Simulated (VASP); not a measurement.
Computed with rev-vdW-DF2, VASP's PBE PAW potentials (set 64) (plane waves; VASP 6.6.1).

VASP ran on this input.

**KPOINTS**
```
k-points along high-symmetry lines
15
Line-mode
Reciprocal
  0.000000   0.000000   0.000000 ! GAMMA
  0.000000   0.500000   0.000000 ! X

  0.000000   0.500000   0.000000 ! X
  0.500000   0.500000   0.000000 ! M

  0.500000   0.500000   0.000000 ! M
  0.000000   0.000000   0.000000 ! GAMMA

  0.000000   0.000000   0.000000 ! GAMMA
  0.500000   0.500000   0.500000 ! R

  0.500000   0.500000   0.500000 ! R
  0.000000   0.500000   0.000000 ! X

  0.500000   0.500000   0.500000 ! R
  0.500000   0.500000   0.000000 ! M
```

File POSCAR:
```
AuZn
1.0
  3.1624599990   0.0000000000   0.0000000000
  0.0000000000   3.1624599990   0.0000000000
  0.0000000000   0.0000000000   3.1624599990
Zn Au
1 1
Cartesian
  1.5812299995   1.5812299995   1.5812299995
  0.0000000000   0.0000000000   0.0000000000
```

INCAR:
```
! general
SYSTEM    =  AuZn
PREC      =  Accurate
ENCUT     =  520
LREAL     =  .False.
LASPH     =  .True.
ICHARG    =  11

! electronic loop
EDIFF     =  1E-7
NELM      =  100
ALGO      =  Normal
LMAXMIX   =  6

! smearing
ISMEAR    =  0
SIGMA     =  0.05

! functional
GGA       =  MK
LUSE_VDW  =  .True.
AGGAC     =  0.0
PARAM1    =  0.1234568
PARAM2    =  0.7114
ZAB_VDW   =  -1.8867

! output
LWAVE     =  .False.
LCHARG    =  .False.
LORBIT    =  11
```

POTCAR, in this order: Zn Au (PBE.64 set). Program: vasp_std. Read from the step before: CHGCAR.

The resulting files:

### OUTCAR
```
 ion  position               nearest neighbor table
   1  0.500  0.500  0.500-   2 2.74   2 2.74   2 2.74   2 2.74   2 2.74   2 2.74   2 2.74   2 2.74
  LATTYP: Found a simple cubic cell.
 ALAT       =     3.1624599990
 Subroutine PRICEL returns:
 Original cell was already a primitive cell.
 Subroutine GETGRP returns: Found 48 space group operations
The static configuration has the point symmetry O_h .
The dynamic configuration has the point symmetry O_h .
 Subroutine INISYM returns: Found 48 space group operations
   k-points           NKPTS =     90   k-points in BZ     NKDIM =     90   number of bands    NBANDS=     15
   number of dos      NEDOS =    301   number of ions     NIONS =      2
   total plane-waves  NPLWV =  13824
   dimension x,y,z NGX =    24 NGY =   24 NGZ =   24
   dimension x,y,z NGXF=    48 NGYF=   48 NGZF=   48
   ions per type =               1   1
   PREC   = accura    normal or accurate (medium, high low for compatibility)
   ISTART =      0    job   : 0-new  1-cont  2-samecut
   ICHARG =     11    charge: 1-file 2-atom 10-const
   ISPIN  =      1    spin polarized calculation?
   LNONCOLLINEAR =      F non collinear calculations
   LSORBIT =      F    spin-orbit coupling
   INIWAV =      1    electr: 0-lowe 1-rand  2-diag
   ENCUT  =  520.0 eV  38.22 Ry    6.18 a.u.   5.88  5.88  5.88*2*pi/ulx,y,z
   NELM   =    100;   NELMIN=  2; NELMDL= -5     # of ELM steps
   EDIFF  = 0.1E-06   stopping-criterion for ELM
   LREAL  =      F    real-space projection
   NLSPLINE    = F    spline interpolate recip. space projectors
   LMAXMIX     =    6 max onsite mixed and CHGCAR
   VOSKOWN=      0    Vosko Wilk Nusair interpolation
   EDIFFG = 0.1E-05   stopping-criterion for IOM
   NSW    =      0    number of steps for IOM
   NBLOCK =      1;   KBLOCK =      1    inner block; outer block
   IBRION =     -1    ionic relax: 0-MD 1-quasi-New 2-CG
   NFREE  =      0    steps in history (QN), initial steepest desc. (CG)
   ISIF   =      2    stress and relaxation
   ISYM   =      2    0-nonsym 1-usesym 2-fastsym
   TEIN   =    0.0    initial temperature
   TEBEG  =    0.0;   TEEND  =   0.0 temperature during run
   SMASS  =  -3.00    Nose mass-parameter (am)
   PSTRESS=    0.0 pullay stress
   NELECT =      23.0000    total number of electrons
   EFERMI =   0.00;   METHOD = LEGACY
   ISMEAR =     0;   SIGMA  =   0.05  broadening in eV -4-tet -1-fermi 0-gaus
   IALGO  =     38    algorithm
   LDIAG  =      T    sub-space diagonalisation (order eigenvalues)
   IMIX   =      4    mixing-type and parameters
     AMIX     =   0.40;   BMIX     =  1.00
     AMIX_MAG =   1.60;   BMIX_MAG =  1.00
     AMIN     =   0.10
   GGA     = MK    functional components
   VOSKOWN =     0    Vosko Wilk Nusair interpolation
   LHFCALC =     F    Hartree Fock is set to
   LHFONE  =     F    Hartree Fock one center treatment
   AEXX    =    0.0000 exact exchange contribution
   LUSE_VDW   =     T    switch on vdW DFT
   IVDW    =     0    specifies the selected vdW correction
   LEPSILON=     F    determine dielectric tensor
   LRPA    =     F    only Hartree local field effects (RPA)
  energy-cutoff  :      520.00
  volume of cell :       31.63
      direct lattice vectors                 reciprocal lattice vectors
     3.162459999  0.000000000  0.000000000     0.316209533  0.000000000  0.000000000
     0.000000000  3.162459999  0.000000000     0.000000000  0.316209533  0.000000000
     0.000000000  0.000000000  3.162459999     0.000000000  0.000000000  0.316209533
 k-point     1 :   0.0000 0.0000 0.0000  plane waves:     847
 k-point     2 :   0.0000 0.0357 0.0000  plane waves:     847
 k-point     3 :   0.0000 0.0714 0.0000  plane waves:     847
 k-point     4 :   0.0000 0.1071 0.0000  plane waves:     843
 k-point     5 :   0.0000 0.1429 0.0000  plane waves:     844
 k-point     6 :   0.0000 0.1786 0.0000  plane waves:     840
 k-point     7 :   0.0000 0.2143 0.0000  plane waves:     844
 k-point     8 :   0.0000 0.2500 0.0000  plane waves:     852
 k-point     9 :   0.0000 0.2857 0.0000  plane waves:     852
 k-point    10 :   0.0000 0.3214 0.0000  plane waves:     852
...
```

### OSZICAR
```
       N       E                     dE             d eps       ncg     rms          rms(c)
DAV:   1     0.136039530167E+03    0.13604E+03   -0.11846E+04  2732   0.199E+03
DAV:   2     0.581961195842E+01   -0.13022E+03   -0.12475E+03  2826   0.348E+02
DAV:   3     0.130544839354E+01   -0.45142E+01   -0.44828E+01  3372   0.723E+01
DAV:   4     0.127571169668E+01   -0.29737E-01   -0.29733E-01  3176   0.511E+00
DAV:   5     0.127534902956E+01   -0.36267E-03   -0.36266E-03  3358   0.569E-01
DAV:   6     0.127534022474E+01   -0.88048E-05   -0.88052E-05  3288   0.777E-02
DAV:   7     0.127533996991E+01   -0.25484E-06   -0.25470E-06  3351   0.142E-02
DAV:   8     0.127533996320E+01   -0.67103E-08   -0.66414E-08  2601   0.227E-03
   1 F= 0.12753400E+01 E0= 0.12756119E+01  d E =-.543886E-03
```

OUTCAR:
```
 val. band max:        7.6986848524   @ k =   0.5000   0.5000   0.1786

 cond. band min:       7.7867743432   @ k =   0.5000   0.5000   0.2143



 k-point     1 :       0.0000    0.0000    0.0000
  band No.  band energies     occupation
      1      -3.6946      2.00000
      2      -1.3195      2.00000
      3      -1.3195      2.00000
      4      -0.6847      2.00000
      5      -0.6847      2.00000
      6      -0.6847      2.00000
      7       1.4062      2.00000
      8       1.4063      2.00000
      9       3.0694      2.00000
     10       3.0694      2.00000
     11       3.0694      2.00000
     12      11.7420      0.00000
     13      11.7420      0.00000
     14      11.7420      0.00000
     15      15.3017      0.00000

 k-point     2 :       0.0000    0.0357    0.0000
  band No.  band energies     occupation
      1      -3.6721      2.00000
      2      -1.3149      2.00000
      3      -1.3130      2.00000
      4      -0.6851      2.00000
      5      -0.6851      2.00000
      6      -0.6830      2.00000
      7       1.4030      2.00000
      8       1.4127      2.00000
      9       3.0524      2.00000
     10       3.0524      2.00000
     11       3.0677      2.00000
     12      11.5294      0.00000
     13      11.7842      0.00000
     14      11.7842      0.00000
     15      15.4519      0.00000

 k-point     3 :       0.0000    0.0714    0.0000
  band No.  band energies     occupation
      1      -3.6048      2.00000
      2      -1.3012      2.00000
      3      -1.2941      2.00000
      4      -0.6859      2.00000
      5      -0.6859      2.00000
      6      -0.6777      2.00000
      7       1.3933      2.00000
      8       1.4317      2.00000
      9       3.0028      2.00000
     10       3.0028      2.00000
     11       3.0626      2.00000
     12      10.9949      0.00000
     13      11.9095      0.00000
     14      11.9095      0.00000
     15      15.7889      0.00000

...
```

The density is held fixed in this step, so its total energy and stress have no physical meaning. Unless said otherwise, spin-orbit coupling is left out, though it shifts the bands of the heavy elements here.

The compound is AuZn in the CsCl type structure. It was relaxed first. The electron count is odd and the run is not spin-polarised, which forces a metal.
